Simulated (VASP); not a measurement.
Here is the system:

```yaml
crystal:
  lattice:
    - [3.38476, 0.00000, 0.00000]
    - [-1.69238, 2.93129, 0.00000]
    - [0.00000, 0.00000, 5.61789]
  atoms:
    - { symbol: Zn, position: [0.00000, 0.00000, 0.99752] }
    - { symbol: Cd, position: [0.66667, 0.33333, 0.48885] }
    - { symbol: O, position: [0.66667, 0.33333, 0.09754] }
    - { symbol: O, position: [0.00000, 0.00000, 0.65209] }
```

Method: PBEsol GGA, VASP's PBE PAW potentials (set 64) (plane waves; VASP). Numerical set-up: 520 eV cut-off, 12×12×6 Γ-centred mesh, tetrahedra with Blöchl corrections, potentials Zn Cd O.

The cores are frozen, which limits the accuracy of field gradients.

Give the principal components of the electric field gradient (V/Å²) and the asymmetry η at each nucleus.

```
atom    Vxx    Vyy    Vzz     η
----  -----  -----  -----  ----
Zn1     7.3    7.3  -14.6  0.00
Cd2     4.0    4.0   -8.0  0.00
O3      4.0    4.0   -7.9  0.00
O4    -13.9  -13.9   27.9  0.00
```

The structure comes from a computed database's ZnCdO2 entry (P3m1); how it stands against other phases isn't given here. It was relaxed first, which changed the volume by -5 %.
